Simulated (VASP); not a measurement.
Consider the following.

```
CELL_PARAMETERS angstrom
      0.00000     2.38803     2.38803
      2.38803     0.00000     2.38803
      2.38803     2.38803     0.00000
ATOMIC_POSITIONS crystal
  Ca 0.00000 0.00000 0.00000
  O  0.50000 0.50000 0.50000
```

Calculation: PBEsol GGA, VASP's PBE PAW potentials (set 64) (plane waves; VASP). Settings: 520 eV cut-off, 12×12×12 Γ-centred mesh, Gaussian smearing of 0.010 eV, potentials Ca_sv O.

Q: What does the run give for the energy per atom (σ→0), band gap (on the k-mesh) with the smallest direct gap where there is one?

A: 
```
Quantity                                      Value
-----------------------------------  --------------
band gap (on the k-mesh)                    3.53 eV
smallest direct gap (on the k-mesh)         3.90 eV
energy per atom (σ→0)                -6.706 eV/atom
```

Total energies compare only between runs with the same potentials, cut-off and functional.

The compound is CaO in the rock salt structure. It was relaxed first.
